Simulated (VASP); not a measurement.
Consider the following.

```
CELL_PARAMETERS angstrom
      0.00000     2.36805     2.36805
      2.36805     0.00000     2.36805
      9.53285     9.53285    -0.06063
ATOMIC_POSITIONS crystal
  In 0.01448 0.01448 0.98914
  In 0.98801 0.98801 0.25899
  N  0.24586 0.24586 0.06561
  N  0.22089 0.22089 0.33433
  N  0.24996 0.24996 0.56253
  N  0.27633 0.27633 0.79275
  Ga 0.98926 0.98926 0.50806
  Ga 0.01521 0.01521 0.73859
```

Computed with PBEsol GGA, VASP's PBE PAW potentials (set 64) (plane waves; VASP). Run with 520 eV cut-off, 9×9×3 Γ-centred mesh, tetrahedra with Blöchl corrections, potentials In_d N Ga_d.

The cores are frozen, which limits the accuracy of field gradients.

Task: Give the principal components of the electric field gradient (V/Å²) and the asymmetry η at each nucleus.

Result: 
```csv
atom,Vxx,Vyy,Vzz,η
In1,-4.4,-4.4,8.8,0.00
In2,-8.6,-8.6,17.2,0.00
N3,-9.6,-9.6,19.1,0.00
N4,-6.5,-6.5,13.0,0.00
N5,6.2,6.2,-12.3,0.00
N6,2.8,2.8,-5.6,0.00
Ga7,13.6,13.6,-27.2,0.00
Ga8,15.2,15.2,-30.3,0.00
```

The structure was generated: Ga2In2N4 was put into an ordered model structure (R3m), which need not be its known phase. It was relaxed first.
